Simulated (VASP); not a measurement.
A run of VASP 6.6.1:

Contents of run.py:

```python
from ase.calculators.vasp import Vasp
from ase.dft.bandgap import bandgap
from ase.io import read

atoms = read('Cr2HN.cif')
atoms.set_initial_magnetic_moments([3.0, 3.0, 0.0, 0.0])
calc = Vasp(
    directory='calc',
    xc='pbe',
    pp='PBE',
    setups='recommended',
    prec='Accurate',
    encut=520,
    ediff=1e-06,
    ismear=0,
    sigma=0.01,
    lreal=False,
    lasph=True,
    nelm=120,
    algo='Fast',
    isif=2,
    lwave=False,
    lcharg=False,
    ispin=2,
    lorbit=11,
    lmaxmix=4,
    ldautype=1,
    ldauprint=1,
    ldau_luj={'Cr': {'L': 2, 'U': 3.5, 'J': 1.0}},
    kpts=[8, 8, 10],
    gamma=True,
    nbands=27,
)
atoms.calc = calc

print('energy (eV):', atoms.get_potential_energy())
print('free energy (eV):', atoms.get_potential_energy(force_consistent=True))
print('forces (eV/A):')
print(atoms.get_forces())
print('stress (eV/A^3, Voigt):', atoms.get_stress())
print('Fermi level (eV):', calc.get_fermi_level())
print('moment (muB):', atoms.get_magnetic_moment())
print('site moments (muB):', atoms.get_magnetic_moments())
gap, top, bottom = bandgap(calc)
print('band gap (eV):', gap, 'from (spin, k, band)', top, 'to', bottom)
```

Contents of Cr2HN.cif:

```cif
data_Cr2HN
_cell_length_a 3.85395000
_cell_length_b 3.85394871
_cell_length_c 2.60562000
_cell_angle_alpha 90.00000000
_cell_angle_beta 90.00000000
_cell_angle_gamma 119.99992525
_space_group_name_H-M_alt 'P1'
_space_group_name_Hall 'P 1'
_space_group_IT_number 1
loop_
_space_group_symop_operation_xyz
'x,y,z'
loop_
_atom_site_label
_atom_site_type_symbol
_atom_site_symmetry_multiplicity
_atom_site_Wyckoff_symbol
_atom_site_fract_x
_atom_site_fract_y
_atom_site_fract_z
_atom_site_occupancy
Cr1 Cr 1 a 0.3333300000 0.6666700000 0.0000000000 1
Cr2 Cr 1 a 0.6666700000 0.3333300000 0.0000000000 1
H1 H 1 a 0.0000000000 0.0000000000 0.5000000000 1
N1 N 1 a 0.0000000000 0.0000000000 0.0000000000 1
```

Potentials or basis: VASP PAW PBE potentials, release 64 (Cr_pv, H, N).

Launch:

```sh
$ python run.py
```

Hardware: 1 thread of Intel(R) Xeon(R) Platinum 8488C (Sapphire Rapids), with other jobs on the host.

Task: How long does it take, and how much memory?

Result: Run time: 5.5 min on 1 thread of Intel(R) Xeon(R) Platinum 8488C (Sapphire Rapids), with other jobs on the host, peak memory 0.29 GiB. Counts: scf iterations 27, k points 126.
